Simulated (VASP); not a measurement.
Data:

```
AuCu
1.0
    2.83008     0.00000     0.00000
    0.00000     2.83008     0.00000
    0.00000     0.00000     3.54862
Cu Au
1 1
Direct
  0.00000   0.00000   0.00000
  0.50000   0.50000   0.50000
```

Computed with PBEsol GGA, VASP's PBE PAW potentials (set 64) (plane waves; VASP). Run with 520 eV cut-off, 13×13×10 Γ-centred mesh, first-order Methfessel-Paxton smearing of 0.10 eV, potentials Cu Au.

**Question.** The ions and cell shape at fixed volume are relaxed. Predict the relaxed structure.

**Answer.** 
```
AuCu
1.0
    2.78084     0.00000     0.00000
    0.00000     2.78084     0.00000
    0.00000     0.00000     3.67539
Cu Au
1 1
Direct
  0.00000   0.00000   0.00000
  0.50000   0.50000   0.50000
```
Space group P4/mmm (123), at a tolerance of 0.03 Å.

**Question.** How much energy does the relaxation gain?

**Answer.** The energy (σ→0) changes by -3.5 meV/atom, in 7 ionic steps.

```json
[
 {"step": "1", "E(σ→0) (eV)": "-8.3492", "max force (eV/Å)": "0.000", "pressure (GPa)": "0.03", "volume (Å³)": "28.42"},
 {"step": "2", "E(σ→0) (eV)": "-8.3493", "max force (eV/Å)": "0.000", "pressure (GPa)": "-0.05", "volume (Å³)": "28.42"},
 {"step": "3", "E(σ→0) (eV)": "-8.3497", "max force (eV/Å)": "0.000", "pressure (GPa)": "-0.01", "volume (Å³)": "28.42"},
 {"step": "4", "E(σ→0) (eV)": "-8.3515", "max force (eV/Å)": "0.000", "pressure (GPa)": "-0.01", "volume (Å³)": "28.42"},
 {"step": "5", "E(σ→0) (eV)": "-8.3560", "max force (eV/Å)": "0.000", "pressure (GPa)": "0.16", "volume (Å³)": "28.42"},
 {"step": "6", "E(σ→0) (eV)": "-8.3487", "max force (eV/Å)": "0.000", "pressure (GPa)": "0.55", "volume (Å³)": "28.42"},
 {"step": "7", "E(σ→0) (eV)": "-8.3562", "max force (eV/Å)": "0.000", "pressure (GPa)": "0.16", "volume (Å³)": "28.42"}
]
```

The compound is CuAu in the L1_0 structure. This run relaxes it. Symmetry was kept, so distortions that lower it aren't found.
